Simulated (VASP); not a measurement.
An input for Ansatz (written as the equivalent of a VASP run, and not itself run):

Ansatz 0.2 input:
```yaml
crystal:
  lattice:
    - [0.0000000, 2.1911875, 2.1911875]
    - [2.1911875, 0.0000000, 2.1911875]
    - [2.1911875, 2.1911875, 0.0000000]
  atoms:
    - { symbol: Ta, position: [0.0000000, 0.0000000, 0.0000000] }
    - { symbol: C, position: [0.5000000, 0.5000000, 0.5000000] }
kpoints:
  mp_grid: { grid: [14, 14, 14] }
hamiltonian:
  xc: lda
  pseudopotentials: { kind: paw }
scf:
  occupations: { method: methfessel_paxton, width: 0.1 }
  max_iter: 100
relax:
  max_steps: 40
  f_tol: 0.02
  cell: { p_target: 20 }
output: { forces: true, stress: true, eigenvalues: true }
```

Task: Translate this input to VASP (INCAR, KPOINTS, POSCAR, choice of POTCAR).

Result: One answer among several that fit: 
File KPOINTS:
```
kpoints
0
Gamma
14 14 14
```

**INCAR**
```
SIGMA = 0.1   # width (eV)
LMAXMIX = 6
LREAL = .False.   # projection in real space or not
IBRION = 2   # conjugate gradients
ENCUT = 620   # plane-wave cut-off (eV)
LCHARG = .False.
ALGO = Normal   # blocked Davidson
EDIFF = 1E-6
PSTRESS = 200   # kbar
SYSTEM = TaC
LASPH = .True.
NSW = 40   # most ionic steps
ISMEAR = 1
EDIFFG = -0.02   # ionic stop
LWAVE = .False.
ISIF = 3   # ions, shape and volume
NELM = 100
PREC = Accurate
```

### POSCAR
```
TaC
1
    0.0000000000     2.1911874611     2.1911874611
    2.1911874611     0.0000000000     2.1911874611
    2.1911874611     2.1911874611     0.0000000000
Ta C
1 1
Direct
  0.0000000000   0.0000000000   0.0000000000
  0.5000000000   0.5000000000   0.5000000000
```

POTCAR, in this order: Ta_pv C (LDA.64 set). Program: vasp_std.

Limits of the translation: each code has its own PAW files, so the cut-off isn't converted (ENCUT is set for VASP's; basis.ecutwfc is left out, and Ansatz then takes the one that its files recommend); Ansatz stops its SCF on the density residual and VASP on the energy change (EDIFF); Ansatz's lda is the Perdew-Wang form, while the LDA potentials of VASP carry Perdew-Zunger's.

The compound is TaC in the rock salt structure. This run relaxes it under an external pressure of 20 GPa. Symmetry was kept, so distortions that lower it aren't found.
